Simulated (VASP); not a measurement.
Level of theory: PBEsol GGA, VASP's PBE PAW potentials (set 64) (plane waves; VASP 6.6.1).

Input for VASP

**INCAR**
```
SYSTEM=ZnS
PREC=Accurate; ENCUT=500; LREAL=.FALSE.
LASPH=.TRUE.
EDIFF=1E-6; NELM=100; ALGO=Normal
LMAXMIX=4
ISMEAR=0; SIGMA=0.05
GGA=PS
IBRION=2; NSW=40; ISIF=3
EDIFFG=-0.02; PSTRESS=450
LWAVE=.FALSE.; LCHARG=.FALSE.
```

File POSCAR:
```
ZnS
1
    3.4814425714    -0.0000000002     0.0000000000
   -1.7407212861     3.0150162852     0.0000000000
    0.0000000000     0.0000000000     5.8282424210
Zn S
2 2
Direct
  0.3333330000   0.6666670000   0.0035462099
  0.6666670000   0.3333330000   0.5035462099
  0.3333330000   0.6666670000   0.3714537901
  0.6666670000   0.3333330000   0.8714537901
```

KPOINTS:
```
Automatic mesh
0
Gamma
7 7 4
0 0 0
```

POTCAR, in this order: Zn S (PBE.64 set). Program: vasp_std.

Output

### OSZICAR
```
...
DAV:   9    -0.130872704453E+02   -0.14268E-04   -0.17993E-04  1204   0.249E-01    0.247E-02
DAV:  10    -0.130872722398E+02   -0.17945E-05   -0.25993E-05  1232   0.106E-01    0.180E-02
DAV:  11    -0.130872717697E+02    0.47011E-06   -0.64301E-06  1164   0.667E-02
   3 F= 0.30422015E+01 E0= 0.30422015E+01  d E =-.193097E+00
       N       E                     dE             d eps       ncg     rms          rms(c)
DAV:   1    -0.130374692144E+02    0.49803E-01   -0.58636E-02  1218   0.538E+00    0.509E-01
DAV:   2    -0.130335821934E+02    0.38870E-02   -0.16219E-02  1206   0.394E+00    0.222E-01
DAV:   3    -0.130331299234E+02    0.45227E-03   -0.51441E-04  1298   0.319E-01    0.107E-01
DAV:   4    -0.130329893444E+02    0.14058E-03   -0.19691E-04  1288   0.104E-01    0.547E-02
DAV:   5    -0.130329770477E+02    0.12297E-04   -0.10002E-05  1564   0.704E-02    0.263E-02
DAV:   6    -0.130329744549E+02    0.25928E-05   -0.11643E-05  1522   0.432E-02    0.405E-03
DAV:   7    -0.130329740837E+02    0.37125E-06   -0.37214E-06   922   0.343E-02
   4 F= 0.30416364E+01 E0= 0.30416364E+01  d E =-.193662E+00
       N       E                     dE             d eps       ncg     rms          rms(c)
DAV:   1    -0.130119465871E+02    0.21028E-01   -0.90712E-03  1218   0.212E+00    0.199E-01
DAV:   2    -0.130113435238E+02    0.60306E-03   -0.25120E-03  1206   0.155E+00    0.872E-02
DAV:   3    -0.130112744911E+02    0.69033E-04   -0.78149E-05  1290   0.121E-01    0.425E-02
DAV:   4    -0.130112529257E+02    0.21565E-04   -0.29672E-05  1268   0.403E-02    0.213E-02
DAV:   5    -0.130112513434E+02    0.15823E-05   -0.85078E-07   708   0.274E-02    0.106E-02
DAV:   6    -0.130112513905E+02   -0.47064E-07   -0.30817E-06   796   0.180E-02
   5 F= 0.30416999E+01 E0= 0.30416999E+01  d E =-.193599E+00
       N       E                     dE             d eps       ncg     rms          rms(c)
DAV:   1    -0.130751334607E+02   -0.63882E-01   -0.13661E-01  1234   0.608E+00    0.613E-01
DAV:   2    -0.130704337233E+02    0.46997E-02   -0.28698E-02  1248   0.425E+00    0.279E-01
DAV:   3    -0.130696936004E+02    0.74012E-03   -0.18456E-03  1276   0.467E-01    0.142E-01
DAV:   4    -0.130694170838E+02    0.27652E-03   -0.35037E-04  1222   0.173E-01    0.546E-02
DAV:   5    -0.130693944676E+02    0.22616E-04   -0.51673E-05  1346   0.139E-01    0.238E-02
DAV:   6    -0.130693941596E+02    0.30799E-06   -0.35959E-05  1140   0.549E-02    0.613E-03
DAV:   7    -0.130693940910E+02    0.68660E-07   -0.14915E-06   552   0.212E-02
   6 F= 0.30411065E+01 E0= 0.30411065E+01  d E =-.593392E-03
       N       E                     dE             d eps       ncg     rms          rms(c)
DAV:   1    -0.130638796870E+02    0.55145E-02   -0.12579E-03  1234   0.572E-01    0.598E-02
DAV:   2    -0.130638353049E+02    0.44382E-04   -0.26663E-04  1248   0.410E-01    0.274E-02
DAV:   3    -0.130638288846E+02    0.64203E-05   -0.17144E-05  1300   0.471E-02    0.136E-02
DAV:   4    -0.130638268158E+02    0.20688E-05   -0.31903E-06   938   0.166E-02    0.571E-03
DAV:   5    -0.130638267839E+02    0.31921E-07   -0.47233E-07   528   0.132E-02
   7 F= 0.30411031E+01 E0= 0.30411031E+01  d E =-.596800E-03
       N       E                     dE             d eps       ncg     rms          rms(c)
DAV:   1    -0.130569627029E+02    0.68641E-02   -0.41945E-02  1068   0.170E+00    0.178E-01
DAV:   2    -0.130565005118E+02    0.46219E-03   -0.21097E-03  1428   0.876E-01    0.992E-02
DAV:   3    -0.130563388855E+02    0.16163E-03   -0.32305E-04  1270   0.230E-01    0.431E-02
DAV:   4    -0.130563099254E+02    0.28960E-04   -0.88628E-05  1248   0.958E-02    0.170E-02
DAV:   5    -0.130563097952E+02    0.13016E-06   -0.17205E-05  1202   0.563E-02    0.883E-03
DAV:   6    -0.130563098408E+02   -0.45572E-07   -0.33315E-06   866   0.321E-02
   8 F= 0.30405158E+01 E0= 0.30405158E+01  d E =-.587264E-03
       N       E                     dE             d eps       ncg     rms          rms(c)
DAV:   1    -0.130390104174E+02    0.17299E-01   -0.37663E-01  1074   0.507E+00    0.534E-01
DAV:   2    -0.130348330137E+02    0.41774E-02   -0.18898E-02  1428   0.262E+00    0.297E-01
DAV:   3    -0.130333805089E+02    0.14525E-02   -0.29293E-03  1256   0.691E-01    0.130E-01
DAV:   4    -0.130331208716E+02    0.25964E-03   -0.79941E-04  1260   0.287E-01    0.519E-02
DAV:   5    -0.130331183448E+02    0.25269E-05   -0.15301E-04  1222   0.167E-01    0.270E-02
DAV:   6    -0.130331184329E+02   -0.88173E-07   -0.31584E-05  1310   0.962E-02    0.108E-02
DAV:   7    -0.130331178962E+02    0.53675E-06   -0.37277E-06   958   0.499E-02
   9 F= 0.30392033E+01 E0= 0.30392033E+01  d E =-.189980E-02
       N       E                     dE             d eps       ncg     rms          rms(c)
DAV:   1    -0.130074187261E+02    0.25700E-01   -0.15054E+00  1074   0.101E+01    0.107E+00
DAV:   2    -0.129905681357E+02    0.16851E-01   -0.76424E-02  1428   0.527E+00    0.595E-01
DAV:   3    -0.129848416478E+02    0.57265E-02   -0.11890E-02  1262   0.138E+00    0.262E-01
DAV:   4    -0.129837999277E+02    0.10417E-02   -0.31498E-03  1254   0.566E-01    0.108E-01
DAV:   5    -0.129837845647E+02    0.15363E-04   -0.59575E-04  1230   0.331E-01    0.548E-02
DAV:   6    -0.129837843248E+02    0.23994E-06   -0.12688E-04  1294   0.191E-01    0.214E-02
DAV:   7    -0.129837825322E+02    0.17926E-05   -0.15600E-05  1298   0.996E-02    0.747E-03
DAV:   8    -0.129837827499E+02   -0.21771E-06   -0.27024E-06   802   0.159E-02
  10 F= 0.30386714E+01 E0= 0.30386714E+01  d E =-.243169E-02
       N       E                     dE             d eps       ncg     rms          rms(c)
DAV:   1    -0.130025461094E+02   -0.18764E-01   -0.15556E-01  1080   0.333E+00    0.345E-01
DAV:   2    -0.130008064821E+02    0.17396E-02   -0.80296E-03  1444   0.173E+00    0.191E-01
DAV:   3    -0.130002191328E+02    0.58735E-03   -0.11969E-03  1280   0.439E-01    0.851E-02
DAV:   4    -0.130001071287E+02    0.11200E-03   -0.32129E-04  1260   0.183E-01    0.328E-02
DAV:   5    -0.130001052894E+02    0.18392E-05   -0.62422E-05  1208   0.107E-01    0.167E-02
DAV:   6    -0.130001051779E+02    0.11154E-06   -0.13211E-05  1226   0.600E-02    0.661E-03
DAV:   7    -0.130001050958E+02    0.82099E-07   -0.12994E-06   564   0.311E-02
  11 F= 0.30385308E+01 E0= 0.30385308E+01  d E =-.257228E-02
       N       E                     dE             d eps       ncg     rms          rms(c)
DAV:   1    -0.130265666017E+02   -0.26461E-01   -0.56227E-02  1230   0.293E+00    0.358E-01
DAV:   2    -0.130250336404E+02    0.15330E-02   -0.76510E-03  1276   0.199E+00    0.173E-01
DAV:   3    -0.130245913789E+02    0.44226E-03   -0.74303E-04  1350   0.339E-01    0.898E-02
DAV:   4    -0.130244805879E+02    0.11079E-03   -0.22334E-04  1254   0.142E-01    0.313E-02
DAV:   5    -0.130244743862E+02    0.62017E-05   -0.44857E-05  1248   0.867E-02    0.138E-02
DAV:   6    -0.130244743915E+02   -0.53578E-08   -0.11298E-05  1140   0.432E-02    0.471E-03
DAV:   7    -0.130244743130E+02    0.78497E-07   -0.10183E-06   564   0.298E-02
  12 F= 0.30385385E+01 E0= 0.30385385E+01  d E =0.775066E-05
       N       E                     dE             d eps       ncg     rms          rms(c)
DAV:   1    -0.130123692213E+02    0.12105E-01   -0.15273E-02  1236   0.152E+00    0.187E-01
DAV:   2    -0.130119510324E+02    0.41819E-03   -0.20852E-03  1270   0.105E+00    0.905E-02
DAV:   3    -0.130118335914E+02    0.11744E-03   -0.20354E-04  1364   0.180E-01    0.467E-02
DAV:   4    -0.130118051851E+02    0.28406E-04   -0.60674E-05  1268   0.744E-02    0.166E-02
DAV:   5    -0.130118040607E+02    0.11243E-05   -0.11918E-05  1190   0.446E-02    0.729E-03
DAV:   6    -0.130118042325E+02   -0.17174E-06   -0.29266E-06   800   0.224E-02
  13 F= 0.30384721E+01 E0= 0.30384721E+01  d E =-.587240E-04
```

OUTCAR:
```
------------------------ aborting loop because EDIFF is reached ----------------------------------------
  FORCE on cell =-STRESS in cart. coord.  units (eV):
  Direction    XX          YY          ZZ          XY          YZ          ZX
  --------------------------------------------------------------------------------------
  Total       16.0349437     16.0348722     16.0303231     -0.0000000     -0.0000000      0.0000000
  in kB      449.5701223    449.5681160    449.4405758     -0.0000004     -0.0000000      0.0000000
  external PRESSURE =      -0.4737286 kB  Pullay stress =     450.0000000 kB
  volume of cell :       57.15
      direct lattice vectors                 reciprocal lattice vectors
     3.382522908 -0.000000001 -0.000000000     0.295637318  0.170686666 -0.000000000
    -1.691261455  2.929344231  0.000000000     0.000000000  0.341373332 -0.000000000
    -0.000000000  0.000000000  5.767258605    -0.000000000 -0.000000000  0.173392606
  FREE ENERGIE OF THE ION-ELECTRON SYSTEM (eV)
  ---------------------------------------------------
  free  energy   TOTEN  =       -13.0118042325 eV

  energy  without entropy=      -13.0118042325  energy(sigma->0) =      -13.01180423
  enthalpy is  TOTEN    =         3.0384720534 eV   P V=       16.0502762859

 reached required accuracy - stopping structural energy minimisation
```
(Selected blocks of OUTCAR.)

CONTCAR:
```
ZnS
   1.00000000000000
     3.3825229075298755   -0.0000000013923399   -0.0000000000000000
    -1.6912614551910903    2.9293442310680464    0.0000000000000000
    -0.0000000000000000    0.0000000000000000    5.7672586053620805
  Zn              S
     2     2
Direct
     0.3333330000000032    0.6666669999999968    0.0062198171088247
     0.6666669999999968    0.3333330000000032    0.5062198171088250
     0.3333330000000032    0.6666669999999968    0.3687801828911754
     0.6666669999999968    0.3333330000000032    0.8687801828911750
```

Energy and stress use the plane-wave basis of the starting cell.

The structure was generated: ZnS was put into the wurtzite type (P6_3mc), which need not be its known phase. This run relaxes it under an external pressure of 45 GPa. Symmetry was kept, so distortions that lower it aren't found.
